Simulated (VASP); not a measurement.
Calculation: LDA (Ceperley-Alder, Perdew-Zunger), VASP's LDA PAW potentials (set 64) (plane waves; VASP 6.6.1).

The input files of a VASP run:

**INCAR**
```
SYSTEM = KCl
PREC = Accurate
ENCUT = 400
EDIFF = 1E-8
NELM = 100
ALGO = Normal
LREAL = .FALSE.
LASPH = .TRUE.
ISMEAR = 0
SIGMA = 0.01
LWAVE = .FALSE.
LCHARG = .FALSE.
LEPSILON = .TRUE.
```

### POSCAR
```
KCl
1.0
  0.0000000000   3.0414749160   3.0414749160
  3.0414749160   0.0000000000   3.0414749160
  3.0414749160   3.0414749160   0.0000000000
K Cl
1 1
Cartesian
  0.0000000000   0.0000000000   0.0000000000
  3.0414749160   3.0414749160   3.0414749160
```

KPOINTS:
```
Regular mesh
0
Gamma
 8 8 8
```

POTCAR, in this order: K_sv Cl (LDA.64 set). Program: vasp_std.

The run wrote:

**OUTCAR**
```


 HEAD OF MICROSCOPIC STATIC DIELECTRIC TENSOR (INDEPENDENT PARTICLE, excluding Hartree and local field effects)
 ------------------------------------------------------
           2.821421     0.000000     0.000000
           0.000000     2.821421     0.000000
          -0.000000    -0.000000     2.821421
 ------------------------------------------------------

 MACROSCOPIC STATIC DIELECTRIC TENSOR (including local field effects in DFT)
 ------------------------------------------------------
           2.508457     0.000000    -0.000000
           0.000000     2.508457    -0.000000
           0.000000     0.000000     2.508457
 ------------------------------------------------------

 PIEZOELECTRIC TENSOR (including local field effects)  for field in x, y, z        (e  Angst)
          XX          YY          ZZ          XY          YZ          ZX
  --------------------------------------------------------------------------------
  x     0.00000     0.00000     0.00000     0.00000     0.00000     0.00000
  y     0.00000     0.00000     0.00000     0.00000     0.00000     0.00000
  z     0.00000     0.00000     0.00000     0.00000     0.00000     0.00000

 PIEZOELECTRIC TENSOR (including local field effects)  for field in x, y, z        (C/m^2)
          XX          YY          ZZ          XY          YZ          ZX
  --------------------------------------------------------------------------------
  x     0.00000     0.00000     0.00000     0.00000     0.00000     0.00000
  y     0.00000     0.00000     0.00000     0.00000     0.00000     0.00000
  z     0.00000     0.00000     0.00000     0.00000     0.00000     0.00000

 BORN EFFECTIVE CHARGES (including local field effects) (in |e|, cummulative output)
 ---------------------------------------------------------------------------------
 ion    1
    1     1.11061     0.00000    -0.00000
    2     0.00000     1.11061    -0.00000
    3    -0.00000    -0.00000     1.11061
 ion    2
    1    -1.11061    -0.00000     0.00000
    2    -0.00000    -1.11061     0.00000
    3     0.00000     0.00000    -1.11061
```
(Selected blocks of OUTCAR.)

The compound is KCl in the rock salt structure. It was relaxed first, which changed the volume by -10 %.
